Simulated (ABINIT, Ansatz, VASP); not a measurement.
One structure in several programs: HfN (Fm-3m, 2 atoms in the cell)

Self-consistent single point.

```
CELL_PARAMETERS angstrom
      0.00000     2.26000     2.26000
      2.26000     0.00000     2.26000
      2.26000     2.26000     0.00000
ATOMIC_POSITIONS crystal
  Hf 0.00000 0.00000 0.00000
  N  0.50000 0.50000 0.50000
```

Shared settings, as Ansatz (a first-principles code) writes them: kpoints.mp_grid.grid = 10 10 10; scf.occupations.method = gaussian; scf.occupations.width = 0.272 eV. Potentials and cutoffs stand in the table.

```
code                                                                             model  pressure (GPa)  cutoff
------  ------------------------------------------------------------------------------  --------------  ------
ABINIT  PBEsol, norm-conserving pseudopotentials (PseudoDojo nc-sr-04 PBEsol standard)           -4.13   42 Ha
Ansatz                                         PBEsol, default PAW files made with PBE           -3.80  420 eV
VASP                                        PBEsol, VASP's PBE PAW potentials (set 64)           -8.61  400 eV
```

On Ansatz's run: spin-orbit coupling is off.

The spread over the programs that give each value: pressure within 4.81 GPa.

Ansatz's pressure is given at a fixed set of plane waves, as the other plane-wave codes print theirs; with its correction for the finite basis it is -3.29 GPa (the shift of 0.51 GPa shows how far the cutoff is from converged). In the pressure, VASP (by 4.48) lies more than 1 GPa from the median of the plane-wave programs.

VASP's run is marked for a possible Pulay error in its stress at this cutoff; no cutoff test was made.

The starting cell has typed, rounded lattice constants, without a prior relaxation at this level.

Left out of this page: Quantum ESPRESSO, GPAW, CP2K, Elk, FLEUR and SIESTA (not drawn, or without a comparable value).

Keys are those of Ansatz 0.2.
